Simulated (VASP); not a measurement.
Energy against volume of ZnF2 (rutile). Method: LDA (Ceperley-Alder, Perdew-Zunger), VASP's LDA PAW potentials (set 64) (plane waves; VASP 6.6.1). Numerical set-up: 520 eV cut-off, 5×5×7 Γ-centred mesh, Gaussian smearing of 0.050 eV, potentials Zn F.

Shape and ions are relaxed at each volume.

| V (Å³/atom) | E (eV/atom) |
|---|---|
| 10.434 | -4.48615 |
| 10.767 | -4.50096 |
| 11.100 | -4.50604 |
| 11.433 | -4.50306 |

Q: Fit these four points and predict the energy of the run at 11.766 Å³/atom.

A: A cubic in V^(−2/3), the third-order Birch-Murnaghan form, passes through the four points with V0 = 11.13 Å³/atom and B0 = 127 GPa, and gives -4.4934 eV/atom there. The run gave -4.4934 eV/atom, +0.0 meV/atom from the fit; all five points give B0 = 127 GPa.

The compound is ZnF2 in the rutile structure. It was relaxed first.
